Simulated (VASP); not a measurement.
Given:

```
CELL_PARAMETERS angstrom
      2.96927     0.00000     0.00000
      0.00000     2.96927     0.00000
      0.00000     0.00000     2.96927
ATOMIC_POSITIONS crystal
  Ti 0.00000 0.00000 0.00000
  Co 0.50000 0.50000 0.50000
```

The numbers are results of PBE GGA, VASP's PBE PAW potentials (set 64) (plane waves; VASP 6.6.1), not measurements. Numerical set-up: PREC = Normal, EDIFF = 1E-5, 400 eV cut-off, 14×14×14 Γ-centred mesh, first-order Methfessel-Paxton smearing of 0.10 eV, potentials Ti_sv Co.

Q: Predict the energy per atom (σ→0), band gap (on the k-mesh) with the smallest direct gap where there is one.

A: 
```json
{
 "band gap (on the k-mesh)": "none (metal, semimetal or under 0.01 eV)",
 "energy per atom (σ→0)": "-7.813 eV/atom"
}
```

Only differences to runs with the same potentials and settings are physical.

The compound is TiCo in the CsCl type structure. It was relaxed first. The run is not spin-polarised, so no magnetic state was tried. The electron count is odd and the run is not spin-polarised, which forces a metal.
